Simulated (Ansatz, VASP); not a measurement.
## Ca8H12Br5 in VASP and in Ansatz

```
Ca H Br
1.0
     7.80588    0.00000    0.00000
    -3.90294    6.76009    0.00000
     0.00000    0.00000   18.82877
Ca H Br
8 12 5
Direct
  0.33333 0.16667 0.12072
  0.15764 0.34247 0.35416
  0.33333 0.66667 0.12072
  0.15768 0.82121 0.35340
  0.83333 0.16667 0.12072
  0.67892 0.34244 0.35343
  0.83333 0.66667 0.12072
  0.66500 0.83510 0.32482
  0.33196 0.16811 0.38511
  0.16667 0.33333 0.10754
  0.00000 0.00000 0.05311
  0.35468 0.67993 0.36216
  0.16667 0.83333 0.10754
  0.00000 0.50000 0.05311
  0.82016 0.14544 0.36217
  0.66667 0.33333 0.10754
  0.50000 0.00000 0.05311
  0.82003 0.68007 0.36094
  0.66667 0.83333 0.10754
  0.50000 0.50000 0.05311
  0.02547 0.01591 0.24943
  0.99867 0.50142 0.24834
  0.48516 0.01499 0.24949
  0.48420 0.47461 0.24943
  0.99687 0.50337 0.45648
```

Alike in both runs: functional PBEsol; k mesh 1 × 1 × 1; occupations fermi-dirac, width 0.05 eV; collinear spin.

Ansatz relaxed the structure, and its values are those at the end. VASP's run is a single point on that final structure, the one shown.

|  | VASP | Ansatz |
| --- | --- | --- |
| version | VASP 6.6.1 | Ansatz 0.2.0 |
| potentials or method | VASP PAW PBE potentials, release 64 (Ca_sv, H, Br) | scalar-relativistic, plane waves, PAW |
| plane-wave cutoff (eV) | 520 | 420 |
| valence electrons in the cell | 127 | 127 |

VASP gave:

* rms of the force components (eV/Å): 0.367
* net moment per atom (μB): 0.04
* size of the moment on the site where the two differ most (μB): 0.06

Estimate Ansatz's values.

rms of the force components (eV/Å): 0.368; net moment per atom (μB): 0.04; size of the moment on the site where the two differ most (μB): 0.13.

Site moments also hang on the region over which each program counts them. The functional is the same, so the differences come from potentials, cutoffs and numerics.

Caveats: the PAW data sets were made with another functional, which shifts forces and pressure a little (VASP).
